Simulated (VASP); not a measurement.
Given:

```
WB2
1.0
    3.02000     0.00000     0.00000
   -1.51000     2.61540     0.00000
    0.00000     0.00000     3.05000
W B
1 2
Direct
  0.00000   0.00000   0.00000
  0.33333   0.66667   0.50000
  0.66667   0.33333   0.50000
```

The numbers are results of LDA (Ceperley-Alder, Perdew-Zunger), VASP's LDA PAW potentials (set 64) (plane waves; VASP), not measurements. Numerical set-up: 400 eV cut-off, 7×7×6 Γ-centred mesh, Fermi-Dirac smearing of 0.10 eV, potentials W_sv B.

**Question.** Give the energies of bands 6 to 13 at the high-symmetry points, in eV from the Fermi level.

**Answer.** 
| band | Γ | M | K | A | L | H |
|---|---|---|---|---|---|---|
| 6 | -6.18 | -11.02 | -10.52 | -11.31 | -9.15 | -11.70 |
| 7 | -6.18 | -6.33 | -10.52 | -3.62 | -8.07 | -7.27 |
| 8 | -6.09 | -6.29 | -4.81 | -3.62 | -7.91 | -6.05 |
| 9 | -3.60 | -5.40 | -4.81 | -2.89 | -4.90 | -6.05 |
| 10 | 0.45 | -0.56 | -0.88 | -2.89 | 2.15 | 1.85 |
| 11 | 0.45 | 1.51 | -0.88 | -2.60 | 2.19 | 3.70 |
| 12 | 3.43 | 1.59 | -0.45 | -2.60 | 3.43 | 5.03 |
| 13 | 3.43 | 2.38 | 7.80 | 0.85 | 5.29 | 5.03 |

It has no gap at this level: it comes out as a metal or semimetal.

The structure comes from a measured B2W entry of the Crystallography Open Database, whose conditions weren't checked. The cell was not relaxed at this level. The k-mesh is coarse (spacing up to 0.34 per Å, 2π included), so the numbers may not be converged in it.
